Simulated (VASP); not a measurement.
Here is the system:

```xyz
1
Lattice="-1.6053 1.6053 2.4739 1.6053 -1.6053 2.4739 1.6053 1.6053 -2.4739" Properties=species:S:1:pos:R:3 pbc="T T T"
In     0.0000     0.0000     0.0000
```

Computed with PBEsol GGA, VASP's PBE PAW potentials (set 64) (plane waves; VASP). Run with 400 eV cut-off, 14×14×14 Γ-centred mesh, first-order Methfessel-Paxton smearing of 0.10 eV, potentials In_d.

Unless said otherwise, spin-orbit coupling is left out, though it shifts the bands of the heavy elements here.

Problem. Estimate the energy per atom (σ→0), band gap (on the k-mesh) with the smallest direct gap where there is one.

Solution. 
The band gap (on the k-mesh) comes out as none (metal, semimetal or under 0.01 eV) and the energy per atom (σ→0) is -2.987 eV/atom.

The compound is In in the bct structure. It was relaxed first. The start is the result of an earlier pass.
